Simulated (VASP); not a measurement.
```
CELL_PARAMETERS angstrom
      0.00000     2.03970     2.03970
      2.03970     0.00000     2.03970
      2.03970     2.03970     0.00000
ATOMIC_POSITIONS crystal
  Li 0.00000 0.00000 0.00000
  H  0.50000 0.50000 0.50000
```

All values below come from PW91 GGA, VASP's PBE PAW potentials (set 64) (plane waves; VASP). Settings: 520 eV cut-off, 11×11×11 Γ-centred mesh, Gaussian smearing of 0.050 eV, potentials Li_sv H.

Task: Give the stress tensor in GPa (positive for a compressed cell).

Result: 
```
-1.96   0.00   0.00
 0.00  -1.96   0.00
 0.00   0.00  -1.96
```
The pressure is its mean diagonal, -1.96 GPa.

The compound is LiH in the rock salt structure. This cell is one point of a volume scan, at 1.06 of the reference volume.
